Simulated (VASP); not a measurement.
Bulk modulus against bond length in rock-salt alkali halides

PBE in VASP (plane waves, PAW). Static lattice, from a third-order Birch-Murnaghan fit over five volumes at each level. The bond length is the nearest-neighbour distance.

Here d stands for bond length and y for ln of B0 in GPa.

```csv
solid,bond length (Å),ln of B0 in GPa,cut-off (eV)
NaF,2.353,?,520
LiCl,2.575,3.459,520
KF,2.717,3.362,520
LiBr,2.756,3.248,520
NaI,3.266,2.716,520
RbCl,3.352,2.650,520
KBr,3.356,2.597,520
RbBr,3.511,2.471,520
```

Fit y of the 7 rows that show it with a straight line in ln d. With u = ln d - 1.12, the rows have u = -0.17415, -0.12047, -0.10622, 0.06357, 0.08956, 0.09075, 0.13590. Means: u -0.0030086, y 2.9290. About the means, the sum of products is -0.30925 and the sum of squares of u is 0.094827; the slope is their ratio. Least squares gives y = 2.9192 - 3.2612·u. Residuals (row less fit): -0.0281, 0.0499, -0.0176, 0.0041, 0.0229, -0.0262, -0.0050; standard error 0.0311 (degrees of freedom: 5). The slope is -3.26 with a standard error of 0.10. So B0 goes as d to the power -3.3 over these rows; such a law is empirical and holds within one kind of bonding.

Q: What does the fit predict for y at d = 2.353, and how far is the calculated value from it?

A: u = -0.26431, so y = 2.9192 - 3.2612 × (-0.26431) = 3.7812. The calculation gives 3.806, 0.0248 above the prediction (1.9 % of the range of y in the table). The row lies outside the fitted rows, so this is an extrapolation. From the scatter of the fitted rows alone, a prediction at this place has a standard error of 0.0425, so the miss is 0.6 times that.

The run's B0 for NaF is 45 GPa. The rows are a random draw from the solids of this series computed here; series whose standard error about the line passes 12 to 30 % of the range of y, or with no trend, aren't shown in this form.
